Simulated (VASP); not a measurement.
# Sr2HfMoO6: cell size against the level of theory

Aim: relax Sr2HfMoO6 with several functionals and dispersion schemes, and compare the cells. The levels: PBE, LDA, PBEsol, r2SCAN, PBE + D3(BJ), PBE + rVV10, PBE + D3, optB88-vdW and PBEsol + D4. The cell is invented: it takes the structure of a Materials Project entry for Sr2HfZrO6 (space group 225 there), with some of its atoms replaced by other elements, volume scaled by an estimate. It may not be a known or stable phase.

Method: PBE, no spin polarisation; plane waves and PAW (Hf_pv, Mo_sv, Sr_sv, O), in the first sound run; inputs show where later runs differ, in VASP 6.6.1.

## Step 1: The structure

Before any relaxation, the start is as follows. Symmetry: Fm-3m, No. 225, cubic system. Conventional cell: a = 8.428 Å, b = 8.428 Å, c = 8.428 Å, α = 90.00°, β = 90.00°, γ = 90.00°. Hf has 6 O at 2.09 Å nearest. Mo has 6 O at 2.12 Å nearest. Nearest to Sr lie 12 O at 2.98 Å. Nearest to O lie 1 Hf at 2.09 Å and 1 Mo at 2.12 Å and 4 Sr at 2.98 Å. It derives from Sr2HfZrO6. it takes the structure of a Materials Project entry for Sr2HfZrO6 (space group 225 there), with some of its atoms replaced by other elements, volume scaled by an estimate. Farther neighbours and most contacts between anions are not listed.

As a file:

```xyz
10
Lattice="0.0000 4.2140 4.2140 4.2140 0.0000 4.2140 4.2140 4.2140 0.0000" Properties=species:S:1:pos:R:3 pbc="T T T"
Hf    0.0000    0.0000    0.0000
Mo    4.2140    4.2140    4.2140
Sr    2.1070    2.1070    2.1070
Sr    6.3210    6.3210    6.3210
O     2.0909    4.2140    4.2140
O     6.3372    4.2140    4.2140
O     4.2140    2.0909    4.2140
O     4.2140    6.3372    4.2140
O     4.2140    4.2140    2.0909
O     4.2140    4.2140    6.3372
```

## Step 2: Relaxation with PBE

Properties are meant for the cell that this level of theory prefers, so cell and atoms are relaxed first (ISIF = 3) until forces and stress are small; EDIFFG sets the threshold. PBE, the usual starting point, adds the gradient of the density.

Contents of INCAR:

```
SYSTEM = Sr2HfMoO6
PREC = Accurate
ENCUT = 560
EDIFF = 1E-06
NELM = 100
ISMEAR = -1
SIGMA = 0.05
LREAL = .FALSE.
ALGO = Normal
GGA = PE
LORBIT = 11
LWAVE = .FALSE.
LCHARG = .FALSE.
KPAR = 4
IBRION = 2
NSW = 60
ISIF = 3
EDIFFG = -0.01
```

Contents of POSCAR:

```
Sr2HfMoO6
1.0
    0.0000000000      4.2140040000      4.2140040000
    4.2140040000      0.0000000000      4.2140040000
    4.2140040000      4.2140040000      0.0000000000
Hf Mo Sr O
1 1 2 6
Direct
    0.0000000000      0.0000000000      0.0000000000
    0.5000000000      0.5000000000      0.5000000000
    0.2500000000      0.2500000000      0.2500000000
    0.7500000000      0.7500000000      0.7500000000
    0.7519162800      0.2480837200      0.2480837200
    0.2480837200      0.7519162800      0.7519162800
    0.2480837200      0.7519162800      0.2480837200
    0.7519162800      0.2480837200      0.7519162800
    0.2480837200      0.2480837200      0.7519162800
    0.7519162800      0.7519162800      0.2480837200
```

Contents of KPOINTS:

```
Automatic mesh
0
Gamma
4 4 4
0 0 0
```

PAW data sets: Hf_pv, Mo_sv, Sr_sv and O (PBE family, release 64).

The run is started by

```bash
> mpirun -np 4 vasp_std
```

Output:

```text
[banner, memory and clock lines left out]
running    4 mpi-ranks, on    1 nodes
 distrk:  each k-point on    1 cores,    4 groups
 distr:  one band on    1 cores,    1 groups

 POSCAR found type information on POSCAR HfMoSrO
 POSCAR found :  4 types and      10 ions
 LDA part: xc-table for (Slater+PW92), standard interpolation
 POSCAR, INCAR and KPOINTS ok, starting setup
 FFT: planning ... GRIDC
 FFT: planning ... GRID_SOFT
 FFT: planning ... GRID
 WAVECAR not read
 entering main loop
       N       E                     dE             d eps       ncg     rms          rms(c)
DAV:   1     0.661939170186E+03    0.66194E+03   -0.46816E+04   776   0.173E+03
DAV:   2    -0.520465194680E+02   -0.71399E+03   -0.69694E+03   960   0.421E+02
DAV:   3    -0.950586265013E+02   -0.43012E+02   -0.42534E+02  1032   0.100E+02
DAV:   4    -0.960288153336E+02   -0.97019E+00   -0.96459E+00  1112   0.133E+01
DAV:   5    -0.960478334137E+02   -0.19018E-01   -0.18975E-01  1056   0.152E+00    0.661E+01
DAV:   6    -0.825300977895E+02    0.13518E+02   -0.10916E+02   896   0.402E+01    0.476E+01
DAV:   7    -0.818373773425E+02    0.69272E+00   -0.20181E+01   896   0.213E+01    0.366E+01
DAV:   8    -0.815811992635E+02    0.25618E+00   -0.49038E+00   912   0.109E+01    0.371E+00
DAV:   9    -0.813419416402E+02    0.23926E+00   -0.80152E-01   944   0.440E+00    0.141E+00
DAV:  10    -0.813450027373E+02   -0.30611E-02   -0.98464E-02  1048   0.129E+00    0.157E+00
DAV:  11    -0.813441042099E+02    0.89853E-03   -0.74658E-03   936   0.389E-01    0.416E-01
DAV:  12    -0.813437335160E+02    0.37069E-03   -0.16792E-03   992   0.208E-01    0.158E-01
DAV:  13    -0.813437758136E+02   -0.42298E-04   -0.30396E-04  1080   0.847E-02    0.384E-02
DAV:  14    -0.813437722420E+02    0.35716E-05   -0.74309E-05   912   0.481E-02    0.165E-02
DAV:  15    -0.813437715857E+02    0.65626E-06   -0.12158E-05   920   0.194E-02    0.622E-03
DAV:  16    -0.813437723107E+02   -0.72498E-06   -0.21545E-06   720   0.661E-03
   1 F= -.81343772E+02 E0= -.81324612E+02  d E =-.813438E+02
 curvature:   0.00 expect dE= 0.000E+00 dE for cont linesearch  0.000E+00
 trial: gam= 0.00000 g(F)=  0.503E+00 g(S)=  0.231E+01 ort = 0.000E+00 (trialstep = 0.100E+01)
 search vector abs. value=  0.281E+01
 bond charge predicted
       N       E                     dE             d eps       ncg     rms          rms(c)
DAV:   1    -0.101189971855E+03   -0.19846E+02   -0.66650E+02   896   0.152E+02    0.681E+01
DAV:   2    -0.842729326233E+02    0.16917E+02   -0.62272E+01   856   0.409E+01    0.142E+01
DAV:   3    -0.820137536133E+02    0.22592E+01   -0.50818E+00  1000   0.118E+01    0.580E+00
DAV:   4    -0.816665228013E+02    0.34723E+00   -0.19178E+00   992   0.715E+00    0.613E+00
DAV:   5    -0.816922129549E+02   -0.25690E-01   -0.17573E-01  1112   0.184E+00    0.455E+00
DAV:   6    -0.817350654245E+02   -0.42852E-01   -0.12394E-01  1144   0.130E+00    0.115E+00
DAV:   7    -0.817337153890E+02    0.13500E-02   -0.29958E-02  1064   0.779E-01    0.465E-01
DAV:   8    -0.817351898692E+02   -0.14745E-02   -0.66285E-03  1080   0.344E-01    0.253E-01
DAV:   9    -0.817352611410E+02   -0.71272E-04   -0.10904E-03   968   0.156E-01    0.776E-02
DAV:  10    -0.817352701923E+02   -0.90513E-05   -0.79380E-05  1160   0.346E-02    0.382E-02
DAV:  11    -0.817352696476E+02    0.54469E-06   -0.69232E-06  1000   0.126E-02
   2 F= -.81735270E+02 E0= -.81725070E+02  d E =-.391497E+00
[...]
3 F= -.82252650E+02 E0= -.82240147E+02  d E =-.908877E+00
[...]
4 F= -.82252893E+02 E0= -.82240481E+02  d E =-.909121E+00
[...]
5 F= -.82260886E+02 E0= -.82249116E+02  d E =-.799256E-02
[...]
6 F= -.82274988E+02 E0= -.82262935E+02  d E =-.220948E-01
[...]
7 F= -.82275171E+02 E0= -.82262984E+02  d E =-.182763E-03
 trial-energy change:   -0.000183  1 .order   -0.000161   -0.001354    0.001032
 step:   0.4874(harm=  0.4761)  dis= 0.00055  next Energy=   -82.275386 (dE=-0.398E-03)
 bond charge predicted
       N       E                     dE             d eps       ncg     rms          rms(c)
DAV:   1    -0.822767820685E+02   -0.16108E-02   -0.43176E-02   864   0.123E+00    0.485E-01
DAV:   2    -0.822755548067E+02    0.12273E-02   -0.45441E-03   856   0.344E-01    0.134E-01
DAV:   3    -0.822753878709E+02    0.16694E-03   -0.34825E-04   968   0.958E-02    0.559E-02
DAV:   4    -0.822753636110E+02    0.24260E-04   -0.14184E-04   968   0.607E-02    0.569E-02
DAV:   5    -0.822753662190E+02   -0.26079E-05   -0.11557E-05  1008   0.151E-02    0.466E-02
DAV:   6    -0.822753731134E+02   -0.68945E-05   -0.59630E-06  1016   0.858E-03    0.114E-02
DAV:   7    -0.822753761812E+02   -0.30677E-05   -0.27440E-06   896   0.647E-03    0.752E-03
DAV:   8    -0.822753761905E+02   -0.93587E-08   -0.63622E-07   472   0.357E-03
   8 F= -.82275376E+02 E0= -.82263245E+02  d E =-.388150E-03
 curvature:  -0.24 expect dE=-0.153E-06 dE for cont linesearch -0.557E-07
 trial: gam=-0.01244 g(F)=  0.206E-06 g(S)=  0.433E-06 ort = 0.194E-04 (trialstep = 0.769E+00)
 search vector abs. value=  0.407E-06
 reached required accuracy - stopping structural energy minimisation
```

Elapsed: 3.5 min, on 4 MPI ranks of AMD EPYC 7R43, shared host; peak memory 1.4 GiB.

The logs omit lines about the potential files and the build; timing stands in the text.

OUTCAR, selected parts (step 2):

```text
ion  position               nearest neighbor table
   1  0.000  0.000  0.000-   5 2.09   6 2.09   7 2.09   8 2.09   9 2.09  10 2.09   3 3.65   4 3.65
                             4 3.65   4 3.65   4 3.65   3 3.65   3 3.65   3 3.65
   2  0.500  0.500  0.500-   5 2.12   6 2.12   7 2.12   8 2.12   9 2.12  10 2.12   3 3.65   4 3.65
                             3 3.65   3 3.65   3 3.65   4 3.65   4 3.65   4 3.65
   3  0.250  0.250  0.250-   5 2.98   8 2.98  10 2.98   6 2.98   7 2.98  10 2.98   6 2.98   8 2.98
                             9 2.98   5 2.98   7 2.98   9 2.98   2 3.65   1 3.65   1 3.65   1 3.65
   4  0.750  0.750  0.750-   6 2.98   8 2.98  10 2.98   5 2.98   7 2.98  10 2.98   5 2.98   8 2.98
                             9 2.98   6 2.98   7 2.98   9 2.98   1 3.65   2 3.65   2 3.65   2 3.65
   5  0.752  0.248  0.248-   1 2.09   2 2.12   4 2.98   4 2.98   3 2.98   3 2.98
   6  0.248  0.752  0.752-   1 2.09   2 2.12   4 2.98   4 2.98   3 2.98   3 2.98
   7  0.248  0.752  0.248-   1 2.09   2 2.12   4 2.98   4 2.98   3 2.98   3 2.98
   8  0.752  0.248  0.752-   1 2.09   2 2.12   4 2.98   4 2.98   3 2.98   3 2.98
   9  0.248  0.248  0.752-   1 2.09   2 2.12   4 2.98   4 2.98   3 2.98   3 2.98
  10  0.752  0.752  0.248-   1 2.09   2 2.12   4 2.98   4 2.98   3 2.98   3 2.98

  LATTYP: Found a face centered cubic cell.
 ALAT       =     8.4280080000

 Subroutine GETGRP returns: Found 48 space group operations
 (whereof 48 operations were pure point group operations)

The static configuration has the point symmetry O_h .

 Found      8 irreducible k-points:

   k-points           NKPTS =      8   k-points in BZ     NKDIM =      8   number of bands    NBANDS=     48

   dimension x,y,z NGX =    48 NGY =   48 NGZ =   48
   dimension x,y,z NGXF=    96 NGYF=   96 NGZF=   96

   ENCUT  =  560.0 eV  41.16 Ry    6.42 a.u.  11.50 11.50 11.50*2*pi/ulx,y,z

   NELECT =      80.0000    total number of electrons

 k-points in reciprocal lattice and weights: Automatic mesh
   0.00000000  0.00000000  0.00000000       0.016
   0.25000000  0.00000000  0.00000000       0.125
   0.50000000  0.00000000  0.00000000       0.062
   0.25000000  0.25000000  0.00000000       0.094
   0.50000000  0.25000000  0.00000000       0.375
  -0.25000000  0.25000000  0.00000000       0.188
   0.50000000  0.50000000  0.00000000       0.047
  -0.25000000  0.50000000  0.25000000       0.094

 average (electrostatic) potential at core
       1 -36.7197       2 -77.2938       3 -35.9231       4 -35.9231       5 -70.3174
       6 -70.3174       7 -70.3174       8 -70.3174       9 -70.3174      10 -70.3174

 E-fermi :   6.2645

 k-point     1 :       0.0000    0.0000    0.0000
  band No.  band energies     occupation
    ...
     38       3.1307      2.00000
     39       3.1307      2.00000
     40       5.3864      2.00000
     41       5.3864      2.00000
     42       5.3864      2.00000
     43       8.2472      0.00000
     44       8.4178      0.00000
     45       8.4178      0.00000
     46       9.5221      0.00000
     47       9.5221      0.00000
    ...

 k-point     2 :       0.2500    0.0000    0.0000
  band No.  band energies     occupation
    ...
     38       2.7820      2.00000
     39       2.9640      2.00000
     40       5.8968      1.99872
     41       5.9908      1.99164
     42       5.9908      1.99164
     43       9.0299      0.00000
     44       9.0299      0.00000
     45       9.1073      0.00000
     46       9.2672      0.00000
     47       9.4085      0.00000
    ...

 k-point     3 :       0.5000    0.0000    0.0000
  band No.  band energies     occupation
    ...
     35       2.2347      2.00000
     36       2.3073      2.00000
     37       2.3073      2.00000
     38       2.5369      2.00000
     39       2.6253      2.00000
     40       6.4342      0.06494
     41       6.5267      0.01050
     42       6.5267      0.01050
     43       8.9176      0.00000
     44       8.9176      0.00000
    ...

  Total        0.0054728      0.0054728      0.0054728      0.0000000      0.0000000     -0.0000000
  in kB        0.0651538      0.0651538      0.0651538      0.0000000      0.0000000     -0.0000000
  external PRESSURE =       0.0651538 kB  Pullay stress =       0.0000000 kB

  energy-cutoff  :      560.00
  volume of cell :      134.58
      direct lattice vectors                 reciprocal lattice vectors
     0.000000000  4.067411405  4.067411405    -0.122928308  0.122928308  0.122928308
     4.067411405 -0.000000000  4.067411405     0.122928308 -0.122928308  0.122928308
     4.067411405  4.067411405  0.000000000     0.122928308  0.122928308 -0.122928308

 POSITION                                       TOTAL-FORCE (eV/Angst)
 -----------------------------------------------------------------------------------
      0.00000      0.00000      0.00000         0.000000     -0.000000      0.000000
      4.06741      4.06741      4.06741         0.000000     -0.000000      0.000000
      2.03371      2.03371      2.03371         0.000000     -0.000000      0.000000
      6.10112      6.10112      6.10112        -0.000000     -0.000000     -0.000000
      2.06664      4.06741      4.06741         0.000844     -0.000000      0.000000
      6.06818      4.06741      4.06741        -0.000844     -0.000000     -0.000000
      4.06741      2.06664      4.06741         0.000000      0.000844      0.000000
      4.06741      6.06818      4.06741         0.000000     -0.000844     -0.000000
      4.06741      4.06741      2.06664         0.000000     -0.000000      0.000844
      4.06741      4.06741      6.06818         0.000000     -0.000000     -0.000844
 -----------------------------------------------------------------------------------
    total drift:                                0.000000      0.000000      0.000000

  FREE ENERGIE OF THE ION-ELECTRON SYSTEM (eV)
  ---------------------------------------------------
  free  energy   TOTEN  =       -82.2753761905 eV

  energy  without entropy=      -82.2511128951  energy(sigma->0) =      -82.26324454

 reached required accuracy - stopping structural energy minimisation

 total charge
# of ion       s       p       d       tot
------------------------------------------
    1        0.331   6.718   1.647   8.696
    2        2.319   6.285   3.713  12.317
    3        1.994   5.777   0.173   7.944
    4        1.994   5.777   0.173   7.944
    5        1.556   3.485   0.000   5.041
    6        1.556   3.485   0.000   5.041
    7        1.556   3.485   0.000   5.041
    8        1.556   3.485   0.000   5.041
    9        1.556   3.485   0.000   5.041
   10        1.556   3.485   0.000   5.041
--------------------------------------------------
tot         15.974  45.467   5.706  67.147

[... 3 further parts left out ...]
```

CONTCAR:

```
Sr2HfMoO6
   1.00000000000000
     0.0000000000000000    4.0674114049876211    4.0674114049876211
     4.0674114049876211   -0.0000000000000000    4.0674114049876211
     4.0674114049876211    4.0674114049876211    0.0000000000000000
  Hf              Mo              Sr              O
     1     1     2     6
Direct
     0.0000000000000000    0.0000000000000000    0.0000000000000000
     0.5000000000000000    0.5000000000000000    0.5000000000000000
     0.2500000000000000    0.2500000000000000    0.2500000000000000
     0.7500000000000000    0.7500000000000000    0.7500000000000000
     0.7459515178994541    0.2540484821005459    0.2540484821005459
     0.2540484821005459    0.7459515178994541    0.7459515178994541
     0.2540484821005459    0.7459515178994541    0.2540484821005459
     0.7459515178994541    0.2540484821005459    0.7459515178994541
     0.2540484821005459    0.2540484821005459    0.7459515178994541
     0.7459515178994541    0.7459515178994541    0.2540484821005459
```

This run has no spin polarisation, although Mo can carry a moment. The k-mesh is coarse for a metal. LASPH is off, so gradient terms of the non-spherical density inside the spheres are left out; for open d or f shells this can shift gaps and moments. Harder data sets than Hf_pv exist (the GW ones), and pressures, volumes and forces can shift noticeably with them. After so large a change of volume the plane waves of the start cell no longer fit, so the final stress carries a basis-set error. The run keeps the 48 symmetry operations of its start, so it cannot find a distortion of lower symmetry.

Step by step:

| step | energy less that of the first step (eV) | largest force (eV/Å) | pressure (GPa) | volume (Å³) |
| --- | --- | --- | --- | --- |
| 1 | 0.0000 | 1.3179 | -13.51 | 149.66 |
| 2 | -0.3915 | 0.5994 | 16.87 | 123.95 |
| 3 | -0.9089 | 0.5202 | 0.90 | 133.94 |
| 4 | -0.9091 | 0.4952 | 1.30 | 133.64 |
| 5 | -0.9171 | 0.4214 | -0.25 | 134.80 |
| 6 | -0.9312 | 0.0197 | 0.38 | 134.28 |
| 7 | -0.9314 | 0.0146 | -0.29 | 134.80 |
| 8 | -0.9316 | 0.0008 | 0.01 | 134.58 |

| conventional cell, symmetrised | before | after | change |
| --- | --- | --- | --- |
| a (Å) | 8.428 | 8.135 | -3.5 % |
| b (Å) | 8.428 | 8.135 | -3.5 % |
| c (Å) | 8.428 | 8.135 | -3.5 % |
| volume (Å³/atom) | 14.97 | 13.46 | -10.1 % |

The atoms that moved most (Å, as changes of fractional coordinates times the final cell):

| atom | dx | dy | dz | length |
| --- | --- | --- | --- | --- |
| O8 | 0.000 | -0.049 | 0.000 | 0.049 |
| O7 | 0.000 | 0.049 | 0.000 | 0.049 |
| O6 | -0.049 | 0.000 | 0.000 | 0.049 |
| O5 | 0.049 | 0.000 | 0.000 | 0.049 |
| O10 | 0.000 | 0.000 | -0.049 | 0.049 |
| O9 | 0.000 | 0.000 | 0.049 | 0.049 |

Final coordinates:

```
Hf Mo Sr O
1.0
     0.00000    4.06741    4.06741
     4.06741    0.00000    4.06741
     4.06741    4.06741    0.00000
Hf Mo Sr O
1 1 2 6
Direct
  0.00000 0.00000 0.00000
  0.50000 0.50000 0.50000
  0.25000 0.25000 0.25000
  0.75000 0.75000 0.75000
  0.74595 0.25405 0.25405
  0.25405 0.74595 0.74595
  0.25405 0.74595 0.25405
  0.74595 0.25405 0.74595
  0.25405 0.25405 0.74595
  0.74595 0.74595 0.25405
```

Numbers from this step:

| Property | Result |
| --- | --- |
| electrons | 80 |
| bands | 48 |
| irreducible k-points | 8 |
| symmetry operations | 48 |
| free energy (TOTEN) | -82.2754 eV |
| energy at zero smearing | -82.2632 eV |
| Fermi energy | 6.264 eV |
| pressure | 0.006515 GPa |
| metallic | yes |
| SCF cycles over all ionic steps | 78 |

It ends with a largest force of 0.001 eV/Å and a pressure of 0.01 GPa. The conventional cell has a = 8.135 Å.

(Continued in part 2 of 4.)

[Lines on the potential files, build, host, timing and source positions are cut from VASP's logs without a mark.]

[Logs are printed without paths, hosts, clocks, repeated set-up lines and the standing remarks that a program may print on its own settings, such as how far it seeks lower states.]

[Hosts, paths, dates, database ids (printed as entryN), source tags and the programs' standing remarks are cut or masked in the printed files.]

[A measured line is paired with the nearest computed mode of its activity, which favours agreement.]
